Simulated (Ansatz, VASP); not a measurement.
# TiBe12 (TiBe12 (I4/mmm)): VASP beside Ansatz

Wanted: the spread between two codes on one cell, functional and k mesh. The cell is taken from a series of runs on this material, whose earlier steps may have relaxed, scaled, displaced or heated it; both programs get it as it stands.

Program: Ansatz 0.2.0. Level of theory: plane waves, with VASP 6.6.1 beside it; relaxation of cell and atoms at r2SCAN. Results are calculated unless marked as measured.

**1. The starting structure**

Symmetry: I4/mmm, No. 139, tetragonal system. The conventional cell has a = 7.325 Å, b = 7.325 Å, c = 4.164 Å, α = 90.00°, β = 90.00°, γ = 90.00°. Ti has 20 Be at 2.57 to 2.79 Å nearest. Nearest to Be lie 10 Be at 2.08 to 2.23 Å and 2 Ti at 2.79 Å. Nearest to Be lie 13 Be at 2.19 to 2.59 Å and 1 Ti at 2.57 Å. Be has 10 Be at 2.12 to 2.34 Å and 2 Ti at 2.62 Å nearest. Farther neighbours are not listed.

**2. VASP: relaxation of cell and atoms, r2SCAN**

The relaxed volume is the usual yardstick between codes: in a stiff, nearly cubic crystal its relative difference is about their pressure difference at one cell divided by the bulk modulus.

Lines of VASP's logs that name or quote its potential files are left out, and so is its time.

Input file INCAR:

```
SYSTEM = TiBe12
PREC = Accurate
ENCUT = 660
EDIFF = 1E-07
NELM = 120
ISMEAR = -1
SIGMA = 0.05
LREAL = .FALSE.
ALGO = Normal
METAGGA = R2SCAN
LASPH = .TRUE.
NBANDS = 31
LORBIT = 11
LWAVE = .FALSE.
LCHARG = .FALSE.
ISIF = 3
IBRION = 2
NSW = 80
EDIFFG = -0.005
GGA_COMPAT = .FALSE.
NELMIN = 4
LMIXTAU = .TRUE.
KPAR = 4
```

Input file POSCAR:

```
TiBe12
1.0
   -3.6622530000      3.6622530000      2.0818390000
    3.6622530000     -3.6622530000      2.0818390000
    3.6622530000      3.6622530000     -2.0818390000
Ti Be
1 12
Direct
    0.0000000000      0.0000000000      0.0000000000
    0.0000000518      0.0000000518      0.4999998635
    0.4999998116      0.4999998116      0.4999998635
    0.9999999482      0.4999998116      0.0000000000
    0.4999998116      0.9999999482      0.0000000000
    0.3507832474      0.0000000000      0.3507832474
    0.6492167526      0.0000000000      0.6492167526
    0.0000000000      0.6492167526      0.6492167526
    0.0000000000      0.3507832474      0.3507832474
    0.2829336204      0.5000000000      0.7829336204
    0.7170663796      0.5000000000      0.2170663796
    0.5000000000      0.7170663796      0.2170663796
    0.5000000000      0.2829336204      0.7829336204
```

Input file KPOINTS:

```
Automatic mesh
0
Gamma
11 11 11
0 0 0
```

Potentials, in the order of the species: Ti_sv and Be (PBE family, release 64).

The run is started by

```
$ mpirun -np 4 vasp_std
```

Numbers of over 12 decimals in the logs are rounded to 6 here.

Output:

```text
[banner, memory and clock lines left out]
running    4 mpi-ranks, on    1 nodes
 distrk:  each k-point on    1 cores,    4 groups
 distr:  one band on    1 cores,    1 groups

 POSCAR found type information on POSCAR TiBe
 POSCAR found :  2 types and      13 ions
|                                                                             |
|               ----> ADVICE to this user running VASP <----                  |
|                                                                             |
|     You enforced a specific xc type in the INCAR file but a different       |
|     [... a line on the potential file left out ...]
|     I HOPE YOU KNOW WHAT YOU ARE DOING!                                     |
|                                                                             |

 LDA part: xc-table for (None), standard interpolation
 POSCAR, INCAR and KPOINTS ok, starting setup
 FFT: planning ... GRIDC
 FFT: planning ... GRID_SOFT
 FFT: planning ... GRID
 WAVECAR not read
 entering main loop
       N       E                     dE             d eps       ncg     rms          rms(c)
DAV:   1     0.202112988266E+03    0.20211E+03   -0.17759E+04  7812   0.134E+03
DAV:   2    -0.542202632805E+02   -0.25633E+03   -0.24373E+03  7898   0.332E+02
DAV:   3    -0.762831466008E+02   -0.22063E+02   -0.21310E+02 11883   0.908E+01
DAV:   4    -0.771792736579E+02   -0.89613E+00   -0.88946E+00 10931   0.155E+01
DAV:   5    -0.771981573008E+02   -0.18884E-01   -0.18878E-01 10950   0.228E+00    0.137E+01
DAV:   6    -0.686360598658E+02    0.85621E+01   -0.27173E+01 11044   0.409E+01    0.940E+00
DAV:   7    -0.675826672776E+02    0.10534E+01   -0.20884E+01 10691   0.269E+01    0.487E+00
DAV:   8    -0.665208011802E+02    0.10619E+01   -0.20381E+00 11638   0.943E+00    0.167E+00
DAV:   9    -0.675921991517E+02   -0.10714E+01   -0.48510E-01  9647   0.459E+00    0.919E-01
DAV:  10    -0.670128405754E+02    0.57936E+00   -0.53606E-01  8230   0.535E+00    0.669E-01
DAV:  11    -0.670407107998E+02   -0.27870E-01   -0.19331E-01  8943   0.277E+00    0.300E-01
DAV:  12    -0.670680613905E+02   -0.27351E-01   -0.84530E-03  9084   0.706E-01    0.231E-01
DAV:  13    -0.670851392394E+02   -0.17078E-01   -0.12064E-02  8302   0.839E-01    0.100E-01
DAV:  14    -0.670846100689E+02    0.52917E-03   -0.19301E-03 11087   0.251E-01    0.794E-02
DAV:  15    -0.670842210866E+02    0.38898E-03   -0.20901E-04  9301   0.994E-02    0.803E-02
DAV:  16    -0.670847567471E+02   -0.53566E-03   -0.10107E-03 10279   0.185E-01    0.176E-02
DAV:  17    -0.670847293828E+02    0.27364E-04   -0.23907E-04  8309   0.124E-01    0.840E-03
DAV:  18    -0.670847452826E+02   -0.15900E-04   -0.99604E-06 10316   0.220E-02    0.820E-03
DAV:  19    -0.670847639873E+02   -0.18705E-04   -0.30442E-06  9974   0.144E-02    0.385E-03
DAV:  20    -0.670847883635E+02   -0.24376E-04   -0.24453E-05  8274   0.366E-02    0.194E-03
DAV:  21    -0.670847885026E+02   -0.13907E-06   -0.66655E-07 10936   0.486E-03    0.134E-03
DAV:  22    -0.670847888068E+02   -0.30419E-06   -0.12646E-07  6163   0.230E-03    0.777E-04
DAV:  23    -0.670847893487E+02   -0.54195E-06   -0.28164E-07  8410   0.370E-03    0.531E-04
DAV:  24    -0.670847892717E+02    0.77014E-07   -0.14660E-08  4704   0.936E-04
   1 F= -.67084789E+02 E0= -.67071767E+02  d E =-.670848E+02
[...]
2 F= -.67087057E+02 E0= -.67074387E+02  d E =-.226743E-02
[...]
3 F= -.67087479E+02 E0= -.67075102E+02  d E =-.269011E-02
 curvature:  -0.84 expect dE=-0.126E-03 dE for cont linesearch -0.773E-08
 trial: gam= 0.04824 g(F)=  0.759E-04 g(S)=  0.741E-04 ort =-0.545E-05 (trialstep = 0.113E+01)
 search vector abs. value=  0.157E-03
 bond charge predicted
       N       E                     dE             d eps       ncg     rms          rms(c)
DAV:   1    -0.670877723641E+02   -0.29308E-03   -0.48127E-03  9766   0.559E-01    0.129E-01
DAV:   2    -0.670878041823E+02   -0.31818E-04   -0.27251E-03  9708   0.388E-01    0.892E-02
DAV:   3    -0.670875776963E+02    0.22649E-03   -0.84941E-04  9789   0.185E-01    0.209E-02
DAV:   4    -0.670875739670E+02    0.37293E-05   -0.42359E-05 11162   0.410E-02    0.334E-03
DAV:   5    -0.670875741040E+02   -0.13697E-06   -0.87624E-06  9668   0.210E-02    0.459E-03
DAV:   6    -0.670875732912E+02    0.81281E-06   -0.62014E-06 10015   0.201E-02    0.188E-03
DAV:   7    -0.670875743724E+02   -0.10812E-05   -0.25799E-06  9187   0.115E-02    0.206E-03
DAV:   8    -0.670875736123E+02    0.76007E-06   -0.10043E-06  9948   0.702E-03    0.128E-03
DAV:   9    -0.670875741398E+02   -0.52748E-06   -0.43747E-07  8905   0.516E-03    0.474E-04
DAV:  10    -0.670875740980E+02    0.41754E-07   -0.19115E-08  4591   0.114E-03
   4 F= -.67087574E+02 E0= -.67075219E+02  d E =-.947187E-04
 trial-energy change:   -0.000095  1 .order   -0.000093   -0.000169   -0.000017
 step:   1.2478(harm=  1.2561)  dis= 0.00121  next Energy=   -67.087575 (dE=-0.956E-04)
 reached required accuracy - stopping structural energy minimisation
```

OUTCAR, selected parts (step 2):

```text
ion  position               nearest neighbor table
   1  0.000  0.000  0.000-   6 2.57   7 2.57   8 2.57   9 2.57  11 2.62  12 2.62  10 2.62  13 2.62
                            11 2.62  12 2.62  10 2.62  13 2.62
   2  0.000  0.000  0.500-   3 2.08   3 2.08  12 2.12  11 2.12  13 2.12  10 2.12   9 2.23   6 2.23
                             7 2.23   8 2.23
   3  0.500  0.500  0.500-   2 2.08   2 2.08  11 2.12  12 2.12  10 2.12  13 2.12   6 2.23   9 2.23
                             7 2.23   8 2.23
   4  1.000  0.500  0.000-   5 2.08   5 2.08  10 2.12  12 2.12  13 2.12  11 2.12   9 2.23   7 2.23
                             8 2.23   6 2.23
   5  0.500  1.000  0.000-   4 2.08   4 2.08  13 2.12  11 2.12  10 2.12  12 2.12   6 2.23   8 2.23
                             7 2.23   9 2.23
   6  0.351  0.000  0.351-   7 2.19   5 2.23   3 2.23   2 2.23   4 2.23  11 2.30  11 2.30  12 2.34
                            13 2.34   1 2.57
   7  0.649  0.000  0.649-   6 2.19   4 2.23   2 2.23   3 2.23   5 2.23  10 2.30  10 2.30  12 2.34
                            13 2.34   1 2.57
   8  0.000  0.649  0.649-   9 2.19   5 2.23   2 2.23   3 2.23   4 2.23  13 2.30  13 2.30  10 2.34
                            11 2.34   1 2.57
   9  0.000  0.351  0.351-   8 2.19   4 2.23   3 2.23   2 2.23   5 2.23  12 2.30  12 2.30  11 2.34
                            10 2.34   1 2.57
  10  0.283  0.500  0.783-   4 2.12   3 2.12   2 2.12   5 2.12  12 2.25  13 2.25   7 2.30   7 2.30
                             9 2.34   8 2.34   1 2.62   1 2.62
  11  0.717  0.500  0.217-   5 2.12   2 2.12   3 2.12   4 2.12  13 2.25  12 2.25   6 2.30   6 2.30
                             8 2.34   9 2.34   1 2.62   1 2.62
  12  0.500  0.717  0.217-   4 2.12   2 2.12   3 2.12   5 2.12  11 2.25  10 2.25   9 2.30   9 2.30
                             6 2.34   7 2.34   1 2.62   1 2.62
  13  0.500  0.283  0.783-   5 2.12   3 2.12   2 2.12   4 2.12  10 2.25  11 2.25   8 2.30   8 2.30
                             6 2.34   7 2.34   1 2.62   1 2.62

  LATTYP: Found a body centered tetragonal cell.
 ALAT       =     7.3245060000
 C/A-ratio  =     0.5684585418

 Subroutine GETGRP returns: Found 16 space group operations
 (whereof 16 operations were pure point group operations)

The static configuration has the point symmetry D_4h.

 Found    126 irreducible k-points:

   k-points           NKPTS =    126   k-points in BZ     NKDIM =    126   number of bands    NBANDS=     31

   dimension x,y,z NGX =    48 NGY =   48 NGZ =   48
   dimension x,y,z NGXF=    96 NGYF=   96 NGZF=   96

   ENCUT  =  660.0 eV  48.51 Ry    6.96 a.u.  11.69 11.69 11.69*2*pi/ulx,y,z

   NELECT =      36.0000    total number of electrons

 k-points in reciprocal lattice and weights: Automatic mesh
   0.00000000  0.00000000  0.00000000       0.001
   0.09090909  0.00000000  0.00000000       0.006
   0.18181818  0.00000000  0.00000000       0.006
   0.27272727 -0.00000000  0.00000000       0.006
   0.36363636 -0.00000000  0.00000000       0.006
   0.45454545 -0.00000000  0.00000000       0.006
   0.09090909  0.09090909  0.00000000       0.006
   0.18181818  0.09090909  0.00000000       0.012
   0.27272727  0.09090909  0.00000000       0.012
[...]
-0.45454545  0.45454545  0.45454545       0.003
  -0.45454545 -0.45454545  0.45454545       0.002

 average (electrostatic) potential at core
       1 -78.5286       2 -32.7474       3 -32.7474       4 -32.7474       5 -32.7474
       6 -33.1162       7 -33.1162       8 -33.1162       9 -33.1162      10 -32.8385
      11 -32.8385      12 -32.8385      13 -32.8385

 E-fermi :   6.7453

 k-point     1 :       0.0000    0.0000    0.0000
  band No.  band energies     occupation
    ...
     15       4.5080      2.00000
     16       4.5080      2.00000
     17       4.7190      2.00000
     18       4.8447      2.00000
     19       5.4916      2.00000
     20       6.9412      0.03899
     21       8.7060      0.00000
     22       9.5775      0.00000
     23       9.5775      0.00000
     24      10.1795      0.00000
    ...

 k-point     2 :       0.0909    0.0000    0.0000
  band No.  band energies     occupation
    ...
     15       4.4231      2.00000
     16       5.0012      2.00000
     17       5.1908      2.00000
     18       5.2011      2.00000
     19       5.7631      2.00000
     20       7.4571      0.00000
     21       8.6347      0.00000
     22       9.5845      0.00000
     23       9.5945      0.00000
     24      10.2622      0.00000
    ...

 k-point     3 :       0.1818    0.0000    0.0000
  band No.  band energies     occupation
    ...
     15       3.8983      2.00000
     16       5.2241      2.00000
     17       5.9677      2.00000
     18       6.0501      2.00000
     19       6.3565      1.99916
     20       8.4125      0.00000
     21       8.6116      0.00000
     22       9.3654      0.00000
     23       9.5289      0.00000
     24      10.3861      0.00000
    ...

  Total       -0.0138873     -0.0138873      0.0092690      0.0000000      0.0000000      0.0000000
  in kB       -0.1997150     -0.1997150      0.1332981      0.0000000      0.0000000      0.0000000
  external PRESSURE =      -0.0887106 kB  Pullay stress =       0.0000000 kB

  energy-cutoff  :      660.00
  volume of cell :      111.41
      direct lattice vectors                 reciprocal lattice vectors
    -3.666946013  3.666946013  2.071330959     0.000000000  0.136353248  0.241390685
     3.666946013 -3.666946013  2.071330959     0.136353248  0.000000000  0.241390685
     3.666946013  3.666946013 -2.071330959     0.136353248  0.136353248  0.000000000

 POSITION                                       TOTAL-FORCE (eV/Angst)
 -----------------------------------------------------------------------------------
      0.00000      7.33389      0.00000        -0.000000     -0.000000     -0.000000
      1.83347      1.83347     -1.03566        -0.000000     -0.000000      0.000000
      1.83347      1.83347      1.03566        -0.000000     -0.000000     -0.000000
      1.83347      5.50042      1.03566        -0.000000     -0.000000      0.000000
      5.50042      1.83347      1.03566        -0.000000     -0.000000      0.000000
      0.00000      2.57728      0.00000        -0.000000      0.004178      0.000000
      0.00000      4.75661      0.00000        -0.000000     -0.004178     -0.000000
      4.75661      0.00000      0.00000        -0.004178     -0.000000     -0.000000
      2.57728      0.00000      0.00000         0.004178     -0.000000      0.000000
      3.66695      2.07478      0.00000        -0.000000     -0.004231      0.000000
     -0.00000      1.59216      2.07133        -0.000000      0.004231     -0.000000
      1.59216     -0.00000      2.07133         0.004231     -0.000000     -0.000000
      2.07478      3.66695      0.00000        -0.004231     -0.000000      0.000000
 -----------------------------------------------------------------------------------
    total drift:                               -0.000048     -0.000048     -0.000021

  FREE ENERGIE OF THE ION-ELECTRON SYSTEM (eV)
  ---------------------------------------------------
  free  energy   TOTEN  =       -67.0875740980 eV

  energy  without entropy=      -67.0628648995  energy(sigma->0) =      -67.07521950

 reached required accuracy - stopping structural energy minimisation

 total charge
# of ion       s       p       d       tot
------------------------------------------
    1        2.162   6.156   1.898  10.217
    2        0.447   0.838   0.000   1.284
    3        0.447   0.838   0.000   1.284
    4        0.447   0.838   0.000   1.284
    5        0.447   0.838   0.000   1.284
    6        0.398   0.695   0.000   1.093
    7        0.398   0.695   0.000   1.093
    8        0.398   0.695   0.000   1.093
    9        0.398   0.695   0.000   1.093
   10        0.434   0.771   0.000   1.205
   11        0.434   0.771   0.000   1.205
   12        0.434   0.771   0.000   1.205
   13        0.434   0.771   0.000   1.205
--------------------------------------------------
tot          7.278  15.370   1.898  24.547

[... 3 further parts left out ...]
```

The run keeps the 16 symmetry operations of its start, so it cannot find a distortion of lower symmetry.

(Continued in part 2 of 2.)

[Lines on the potential files, build, host, timing and source positions are cut from VASP's logs without a mark.]

[Logs are printed without paths, hosts, clocks, repeated set-up lines and the standing remarks that a program may print on its own settings, such as how far it seeks lower states.]

[Hosts, paths, dates, database ids (printed as entryN), source tags and the programs' standing remarks are cut or masked in the printed files.]
